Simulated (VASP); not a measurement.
Wanted: the native input for a VASP 6.6.1 run.

- Task: relaxation of cell and atoms
- Functional: r2SCAN
- Potentials or basis: VASP PAW PBE potentials, release 64 (Cu)
- Cutoff: 600 eV
- k mesh: 18 × 18 × 18
- Occupations: methfessel-paxton, width 0.1 eV
- Spin: no spin polarisation
- Further INCAR settings: ALGO = Normal; EDIFF = 1e-06; IBRION = 2; EDIFFG = -0.01; NSW = 90; ISIF = 3

The structure of Cu lies in POSCAR:

```
Cu
1.0
    0.0000000000      1.8075000000      1.8075000000
    1.8075000000      0.0000000000      1.8075000000
    1.8075000000      1.8075000000      0.0000000000
Cu
1
Direct
    0.0000000000      0.0000000000      0.0000000000
```

The input as run:

INCAR

```
  PREC = Accurate
  ENCUT = 600
  EDIFF = 1E-6
  ISMEAR = 1
  SIGMA = 0.1
  LREAL = F
  LASPH = T
  NELM = 80
  ALGO = Normal
  ISIF = 3
  LWAVE = F
  LCHARG = F
  METAGGA = R2SCAN
  LMIXTAU = T
  IBRION = 2
  NSW = 90
  EDIFFG = -0.01
  KPAR = 2
```

KPOINTS

```
regular mesh
0
Gamma
  18 18 18
```

Potentials or basis: VASP PAW PBE potentials, release 64 (Cu).

The run is started by

```bash
$ cat potpaw_PBE.64/Cu/POTCAR > POTCAR
$ mpirun -np 2 vasp_std > vasp.out
```

It gave:

```json
{
 "Relaxed volume": "11.50 Å³/atom",
 "Relaxed cell": "a = 2.533 Å, b = 2.533 Å, c = 2.533 Å, α = 60.00°, β = 60.00°, γ = 60.00°",
 "Space group after relaxing (to 0.05 Å)": "Fm-3m (No. 225)",
 "Energy gained by relaxing": "4.0 meV/atom",
 "Ionic steps": "3",
 "Pressure after relaxing": "-0.1 GPa",
 "Band gap on the k mesh": "none (metal or under the smearing width)"
}
```

Caveat: the PAW data sets were made with another functional, which shifts forces and pressure a little.

Run time: 3 min on 2 MPI ranks on AMD EPYC 7R43 64-Core Processor (Zen 3), on a shared host, peak memory 0.11 GiB a rank.
